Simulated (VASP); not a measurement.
Level of theory: PBE GGA, VASP's PBE PAW potentials (set 64) (plane waves; VASP).

Input for VASP

### INCAR
```
ALGO = Normal
EDIFF = 1E-7
ENCUT = 520
GGA = PE
ISIF = 2
ISMEAR = 0
LASPH = .True.
LCHARG = .False.
LREAL = .False.
LWAVE = .False.
NELM = 100
PREC = Accurate
SIGMA = 0.05
SYSTEM = CaO
```

**POSCAR**
```
CaO
3.4217580
  0.0000000000   0.7071067328   0.7071067328
  0.7071067328   0.0000000000   0.7071067328
  0.7071067328   0.7071067328   0.0000000000
Ca O
1 1
direct
  0.0000000000   0.0000000000   0.0000000000
  0.5000000000   0.5000000000   0.5000000000
```

File KPOINTS:
```
Automatic
0
gamma
 9 9 9
```

POTCAR, in this order: Ca_sv O (PBE.64 set). Program: vasp_std.

What will the output report for the number of irreducible k-points (NKPTS), largest plane-wave count, number of space-group operations, FFT grid (NGX, NGY, NGZ)?

```
Quantity                                      Result
--------------------------------------  ------------
number of irreducible k-points (NKPTS)            35
largest plane-wave count                         775
number of space-group operations                  48
FFT grid (NGX, NGY, NGZ)                28 × 28 × 28
```

The compound is CaO in the rock salt structure. It was relaxed first.
